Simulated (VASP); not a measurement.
# GaB (P4/mmm) in VASP: further runs

The runs below take GaB through relaxation of cell and atoms, with PBEsol+D3(BJ), PBEsol+D4, PBEsol+rVV10.

All numbers are computed with VASP 6.6.1; they aren't measurements. Logs are shortened: lines on timing, memory, paths and dates and some standing lists are left out, and cuts for length are marked.

## 1. The crystal as given

Symmetry: P4/mmm, No. 123, tetragonal system. The conventional cell has a = 2.718 Å, b = 2.718 Å, c = 3.236 Å, α = 90.00°, β = 90.00°, γ = 90.00°. Ga (site symmetry 4/mmm) is surrounded by 8 B at 2.51 Å and 4 Ga at 2.72 Å. B (site symmetry 4/mmm) has 8 Ga at 2.51 Å and 4 B at 2.72 Å as nearest neighbours.

The cell was built by a generator and needn't be a form met in nature.

## 2. Relaxation of cell and atoms, PBEsol+D3(BJ)

Contents of INCAR:

```
PREC     = Accurate       # precision mode
ENCUT    = 600            # plane-wave cutoff, eV
EDIFF    = 1E-6           # SCF threshold, eV
ISMEAR   = -1             # smearing method
SIGMA    = 0.05           # smearing width, eV
LREAL    = False          # projectors in reciprocal space
LASPH    = True           # aspherical terms in the spheres
NELM     = 100            # most SCF steps
ALGO     = Fast           # electronic algorithm
ISIF     = 3              # what is computed and relaxed
LWAVE    = False          # write WAVECAR
LCHARG   = False          # write CHGCAR
GGA      = PS             # functional
IVDW     = 12             # dispersion correction
IBRION   = 2              # ionic algorithm
NSW      = 40             # ionic steps
EDIFFG   = -0.02          # ionic threshold
```

Contents of KPOINTS:

```
Automatic mesh
0
Gamma
  10 10 8
```

Contents of POSCAR:

```
GaB
1.0
    2.7182400000      0.0000000000      0.0000000000
    0.0000000000      2.7182400000      0.0000000000
    0.0000000000      0.0000000000      3.2362100000
Ga B
1 1
Direct
    0.5000000000      0.5000000000      0.5000000000
    0.0000000000      0.0000000000      0.0000000000
```

Potentials or basis: VASP PAW PBE potentials, release 64 (Ga_d, B).

Started as:

```sh
> cat potpaw_PBE.64/Ga_d/POTCAR potpaw_PBE.64/B/POTCAR > POTCAR
> mpirun -np 1 vasp_std > vasp.out
```

OUTCAR:

```text
PREC = Accurate
   ENCUT = 600
   EDIFF = 1E-6
   ISMEAR = -1
   LREAL = False
   LASPH = True
   NELM = 100
   ISIF = 3
   GGA = PS
   IVDW = 12
   IBRION = 2
   NSW = 40
   EDIFFG = -0.02
 IVDW          = 12

 ion  position               nearest neighbor table
   1  0.500  0.500  0.500-   2 2.51   2 2.51   2 2.51   2 2.51   2 2.51   2 2.51   2 2.51   2 2.51

   2  0.000  0.000  0.000-   1 2.51   1 2.51   1 2.51   1 2.51   1 2.51   1 2.51   1 2.51   1 2.51

  LATTYP: Found a simple tetragonal cell.
 ALAT       =     2.7182400000
 C/A-ratio  =     1.1905534463

  Lattice vectors:

 A1 = (   2.7182400000,   0.0000000000,   0.0000000000)
 A2 = (   0.0000000000,   2.7182400000,   0.0000000000)
 A3 = (   0.0000000000,   0.0000000000,   3.2362100000)

Analysis of symmetry for initial positions (statically):
=====================================================================
 Subroutine PRICEL returns:
 Original cell was already a primitive cell.

 Routine SETGRP: Setting up the symmetry group for a
 simple tetragonal supercell.

 Subroutine GETGRP returns: Found 16 space group operations
 (whereof 16 operations were pure point group operations)
 out of a pool of 16 trial point group operations.

The static configuration has the point symmetry D_4h.

Analysis of symmetry for dynamics (positions and initial velocities):
=====================================================================
 Subroutine PRICEL returns:
 Original cell was already a primitive cell.

 Routine SETGRP: Setting up the symmetry group for a
 simple tetragonal supercell.

 Subroutine GETGRP returns: Found 16 space group operations
 (whereof 16 operations were pure point group operations)
 out of a pool of 16 trial point group operations.

The dynamic configuration has the point symmetry D_4h.

 Subroutine INISYM returns: Found 16 space group operations
 (whereof 16 operations are pure point group operations),
 and found     1 'primitive' translations

----------------------------------------------------------------------------------------

                                     Primitive cell

  volume of cell :      23.9118

  direct lattice vectors                    reciprocal lattice vectors
     2.718240000  0.000000000  0.000000000     0.367885102  0.000000000  0.000000000
     0.000000000  2.718240000  0.000000000     0.000000000  0.367885102  0.000000000
     0.000000000  0.000000000  3.236210000     0.000000000  0.000000000  0.309003433

  length of vectors
     2.718240000  2.718240000  3.236210000     0.367885102  0.367885102  0.309003433

  position of ions in fractional coordinates (direct lattice)
     0.500000000  0.500000000  0.500000000
     0.000000000  0.000000000  0.000000000

  ion indices of the primitive-cell ions
   primitive index   ion index
                 1           1
                 2           2

----------------------------------------------------------------------------------------

 KPOINTS: Automatic mesh

Automatic generation of k-mesh.
 Grid dimensions read from file:
 generate k-points for:   10   10    8

 Generating k-lattice:

  Cartesian coordinates                     Fractional coordinates (reciprocal lattice)
     0.036788510  0.000000000  0.000000000     0.100000000  0.000000000  0.000000000
     0.000000000  0.036788510  0.000000000     0.000000000  0.100000000  0.000000000
     0.000000000  0.000000000  0.038625429     0.000000000  0.000000000  0.125000000

  Length of vectors
     0.036788510  0.036788510  0.038625429

  Shift w.r.t. Gamma in fractional coordinates (k-lattice)
     0.000000000  0.000000000  0.000000000

 Subroutine IBZKPT returns following result:
 ===========================================

 Found    105 irreducible k-points:

 Following reciprocal coordinates:
            Coordinates               Weight
  0.000000  0.000000  0.000000      1.000000
  0.100000  0.000000  0.000000      4.000000
  0.200000  0.000000  0.000000      4.000000
  0.300000  0.000000  0.000000      4.000000
  0.400000  0.000000  0.000000      4.000000
  0.500000  0.000000  0.000000      2.000000
[... 16 lines left out ...]
  0.100000  0.000000  0.125000      8.000000
  0.200000  0.000000  0.125000      8.000000
 [... further k-points ...]
   k-points           NKPTS =    105   k-points in BZ     NKDIM =    105   number of bands    NBANDS=     12
   number of dos      NEDOS =    301   number of ions     NIONS =      2
   total plane-waves  NPLWV =  16128
   dimension x,y,z NGX =    24 NGY =   24 NGZ =   28
   dimension x,y,z NGXF=    48 NGYF=   48 NGZF=   56
   ions per type =               1   1
   NGX,Y,Z   is equivalent  to a cutoff of  14.68, 14.68, 14.38 a.u.
   NGXF,Y,Z  is equivalent  to a cutoff of  29.36, 29.36, 28.77 a.u.
 SYSTEM =  unknown system
   PREC   = accura    normal or accurate (medium, high low for compatibility)
   ISTART =      0    job   : 0-new  1-cont  2-samecut
   ICHARG =      2    charge: 1-file 2-atom 10-const
   ISPIN  =      1    spin polarized calculation?
   LNONCOLLINEAR =      F non collinear calculations
   LSORBIT =      F    spin-orbit coupling
   LASPH  =      T    aspherical Exc in radial PAW
   ENCUT  =  600.0 eV  44.10 Ry    6.64 a.u.   5.43  5.43  6.46*2*pi/ulx,y,z
   NELM   =    100;   NELMIN=  2; NELMDL= -5     # of ELM steps
   EDIFF  = 0.1E-05   stopping-criterion for ELM
   LREAL  =      F    real-space projection
   EDIFFG = -.2E-01   stopping-criterion for IOM
   NSW    =     40    number of steps for IOM
   IBRION =      2    ionic relax: 0-MD 1-quasi-New 2-CG
   NFREE  =      1    steps in history (QN), initial steepest desc. (CG)
   ISIF   =      3    stress and relaxation
   ISYM   =      2    0-nonsym 1-usesym 2-fastsym
   POTIM  = 0.5000    time-step for ionic-motion
   TEBEG  =    0.0;   TEEND  =   0.0 temperature during run
   PSTRESS=    0.0 pullay stress
   NELECT =      16.0000    total number of electrons
   NUPDOWN=      -1.0000    fix difference up-down
   EMIN   =  10.00;   EMAX   =-10.00  energy-range for DOS
   EFERMI =   0.00;   METHOD = LEGACY
   ISMEAR =    -1;   SIGMA  =   0.05  broadening in eV -4-tet -1-fermi 0-gaus
   EFERMI_NEDOS =   21; number of points for ismear=-14 and -15
   IALGO  =     68    algorithm
   IMIX   =      4    mixing-type and parameters
     AMIX     =   0.40;   BMIX     =  1.00
     AMIX_MAG =   1.60;   BMIX_MAG =  1.00
  volume/ion in A,a.u.               =      11.96        80.68
  Fermi-wavevector in a.u.,A,eV,Ry     =   1.431894  2.705886 27.896285  2.050319
  Thomas-Fermi vector in A             =   2.551580
   LORBIT       =      0    0 simple, 1 ext, 2 COOP (PROOUT), +10 PAW based schemes
   GGA     = PS    functional components
   LHFCALC =     F    Hartree Fock is set to
   AEXX    =    0.0000 exact exchange contribution
   IVDW    =    12    specifies the selected vdW correction
   LEPSILON=     F    determine dielectric tensor
   LRPA    =     F    only Hartree local field effects (RPA)
 conjugate gradient relaxation of ions
 non-spin polarized calculation
 RMM-DIIS sequential band-by-band and
  energy-cutoff  :      600.00
  volume of cell :       23.91
 maximum number of plane-waves:       813
 NGX is ok and might be reduce to    24
   NGX = 11   NGY = 11   NGZ = 13

--------------------------------------- Ionic step        1  -------------------------------------------

 number of electron      16.0000003 magnetization

 Free energy of the ion-electron system (eV)
  ---------------------------------------------------
  ext. energy  EPLUGINS =         0.00000000
  ---------------------------------------------------
  free energy    TOTEN  =        -8.01338213 eV

  energy without entropy =       -8.00797825  energy(sigma->0) =       -8.01068019

------------------------ aborting loop because EDIFF is reached ----------------------------------------

 Edisp (eV)   -0.49340

 E8    (eV) :    -0.3202

  FORCE on cell =-STRESS in cart. coord.  units (eV):
  Direction    XX          YY          ZZ          XY          YZ          ZX
  --------------------------------------------------------------------------------------
  -------------------------------------------------------------------------------------
  Total      -1.10376    -1.10376    -1.12692     0.00000     0.00000     0.00000
  in kB     -73.95615   -73.95615   -75.50787     0.00000     0.00000     0.00000
  external pressure =      -74.47 kB  Pullay stress =        0.00 kB
[... 261 lines left out ...]
  energy  without entropy=       -8.5436755920  energy(sigma->0) =       -8.54662812

--------------------------------------- Ionic step        8  -------------------------------------------

 number of electron      15.9999995 magnetization

 Free energy of the ion-electron system (eV)
  ---------------------------------------------------
  ext. energy  EPLUGINS =         0.00000000
  ---------------------------------------------------
  free energy    TOTEN  =        -8.01773185 eV

  energy without entropy =       -8.01188073  energy(sigma->0) =       -8.01480629

 E-fermi :   7.6093     XC(G=0): -12.3671

 val. band max:        7.5861149828   @ k =   0.3000   0.3000   0.3750
 cond. band min:       7.6150424034   @ k =   0.5000   0.4000   0.5000
 fundamental gap:      0.0289274206
 Fermi energy:         7.6093279160

 k-point     1 :       0.0000    0.0000    0.0000
  band No.  band energies     occupation
      1      -7.8322      2.00000
      2      -7.6381      2.00000
      3      -7.2391      2.00000
      4      -7.2391      2.00000
      5      -7.1772      2.00000
      6      -6.4442      2.00000
      7       5.4041      2.00000
      8       9.4502      0.00000
      9      10.6479      0.00000
     10      10.6479      0.00000
     11      17.6459      0.00000
     12      17.6610      0.00000
[... 331 lines left out ...]
 k-point    24 :       0.2000    0.0000    0.1250
  band No.  band energies     occupation
      1      -7.7466      2.00000
      2      -7.5236      2.00000
      3      -7.3658      2.00000
      4      -7.2480      2.00000
      5      -7.2366      2.00000
      6      -5.3891      2.00000
      7       4.6382      2.00000
      8       6.6174      2.00000
      9      11.4938      0.00000
     10      11.8266      0.00000
     11      16.6924      0.00000
     12      18.4924      0.00000

 [... further k-points ...]

------------------------ aborting loop because EDIFF is reached ----------------------------------------

 Edisp (eV)   -0.53186

 E8    (eV) :    -0.3452

  FORCE on cell =-STRESS in cart. coord.  units (eV):
  Direction    XX          YY          ZZ          XY          YZ          ZX
  --------------------------------------------------------------------------------------
  -------------------------------------------------------------------------------------
  Total      -0.00840    -0.00840    -0.02397     0.00000     0.00000    -0.00000
  in kB      -0.60574    -0.60574    -1.72964     0.00000     0.00000    -0.00000
  external pressure =       -0.98 kB  Pullay stress =        0.00 kB
[... 17 lines left out ...]
  FREE ENERGIE OF THE ION-ELECTRON SYSTEM (eV)
  ---------------------------------------------------
  free  energy   TOTEN  =        -8.5495869054 eV

  energy  without entropy=       -8.5437357916  energy(sigma->0) =       -8.54666135

 reached required accuracy - stopping structural energy minimisation
```

Run time: 2.4 min. Hardware: 1 thread of AMD EPYC 7R43 (Zen 3), shared host; peak memory 0.15 GiB.

Results:

| Property | Result |
| --- | --- |
| Free energy | -8.5496 eV |
| Relaxed volume | 11.10 Å³/atom |
| Relaxed cell | a = 2.632 Å, b = 2.632 Å, c = 3.206 Å, α = 90.00°, β = 90.00°, γ = 90.00° |
| Space group after relaxing (to 0.05 Å) | P4/mmm (No. 123) |
| Energy gained by relaxing | 21.4 meV/atom |
| Ionic steps | 8 |
| Pressure after relaxing | -0.1 GPa |
| Band gap on the k mesh | none (metal or under the smearing width) |
| Dispersion energy per atom | -0.266 eV |

The path:
| step | energy change (eV) | largest force (eV/Å) | pressure (GPa) | volume (Å³) |
| --- | --- | --- | --- | --- |
| 1 | 0.0000 | 0.0000 | -7.45 | 23.91 |
| 2 | -0.0394 | 0.0000 | 1.41 | 22.04 |
| 3 | -0.0405 | 0.0000 | 0.06 | 22.28 |
| 4 | -0.0405 | 0.0000 | -0.16 | 22.31 |
| 5 | -0.0418 | 0.0000 | -0.33 | 22.28 |
| 6 | -0.0427 | 0.0000 | -0.10 | 22.19 |
| 7 | -0.0428 | 0.0000 | -0.20 | 22.20 |
| 8 | -0.0428 | 0.0000 | -0.10 | 22.21 |

Final structure:
```
CELL_PARAMETERS angstrom
2.63167 0.00000 0.00000
0.00000 2.63167 0.00000
0.00000 0.00000 3.20639
ATOMIC_POSITIONS crystal
Ga 0.50000 0.50000 0.50000
B 0.00000 0.00000 0.00000
```

Caveat: the PAW data sets were made with another functional, which shifts forces and pressure a little; pairwise dispersion overbinds metals, which lowers pressure and volume.

(Continued in part 2 of 2.)
